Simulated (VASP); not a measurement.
Crystal: Sc.

```
Sc
1.0
     3.29122    0.00000    0.00000
    -1.64561    2.85028    0.00000
     0.00000    0.00000    5.33257
Sc
2
Direct
  0.33333 0.66667 0.25000
  0.66667 0.33333 0.75000
```

| Item | Value |
| --- | --- |
| Program | VASP 6.6.1 |
| Task | relaxation of cell and atoms |
| Functional | PBEsol |
| Potentials or basis | VASP PAW PBE potentials, release 64 (Sc_sv) |
| Cutoff | 580 eV |
| k mesh | 15 × 15 × 8 |
| Occupations | gaussian, width 0.1 eV |
| Spin | no spin polarisation |

At the start: pressure -2.8 GPa; volume 25.01 Å³/atom.

Where does the relaxation end?

Over 7 steps the energy falls by 19.0 meV/atom and the volume is 23.66 Å³/atom (-5.4 %); space group P6_3/mmc (No. 194, to 0.05 Å).

Step by step:
| step | energy change (eV) | largest force (eV/Å) | pressure (GPa) | volume (Å³) |
| --- | --- | --- | --- | --- |
| 1 | 0.0000 | 0.0000 | -2.79 | 50.02 |
| 2 | -0.0336 | 0.0000 | 0.55 | 46.93 |
| 3 | -0.0337 | 0.0000 | 0.41 | 47.04 |
| 4 | -0.0375 | 0.0000 | 0.17 | 47.20 |
| 5 | -0.0380 | 0.0000 | 0.04 | 47.28 |
| 6 | -0.0380 | 0.0000 | 0.04 | 47.29 |
| 7 | -0.0380 | 0.0000 | -0.01 | 47.33 |

Final structure:
```cif
data_structure
_symmetry_space_group_name_H-M 'P 1'
_symmetry_Int_Tables_number 1
_cell_length_a 3.2785
_cell_length_b 3.2785
_cell_length_c 5.0845
_cell_angle_alpha 90.000
_cell_angle_beta 90.000
_cell_angle_gamma 120.000
_cell_volume 47.33
loop_
_atom_site_label
_atom_site_type_symbol
_atom_site_fract_x
_atom_site_fract_y
_atom_site_fract_z
_atom_site_occupancy
Sc1 Sc 0.33333 0.66667 0.25000 1
Sc2 Sc 0.66667 0.33333 0.75000 1
```

Caveat: the PAW data sets were made with another functional, which shifts forces and pressure a little.
